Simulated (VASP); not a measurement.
OCH4, in a box:

```
O C H
1.0
    12.77228    0.00000    0.00000
     0.00000   13.27228    0.00000
     0.00000    0.00000   13.77228
O C H
1 1 4
Direct
  0.58146 0.49574 0.48007
  0.47090 0.49858 0.49593
  0.61550 0.53486 0.53071
  0.44845 0.46467 0.56618
  0.43544 0.45379 0.43756
  0.43912 0.57590 0.49181
```

Base run:

```yaml
Program: VASP 6.6.1
Functional: RPBE
Potentials_or_basis: VASP PAW PBE potentials, release 64 (O, C, H)
Cutoff: 400 eV
k_mesh: 1 × 1 × 1
Occupations: gaussian, width 0.01 eV
Spin: no spin polarisation
```

Its results: gap between the frontier levels 5.47 eV; largest force 0.311 eV/Å.

Task: The run is repeated on the same cell with these changes: functional from RPBE to PBE. What comes out?

Result: Gap between the frontier levels 5.57 eV; largest force 0.044 eV/Å.

Caveats: the PAW data sets were made with another functional, which shifts forces and pressure a little (some runs).

A k mesh can miss the band edges.

Not every run made on this cell is shown here.
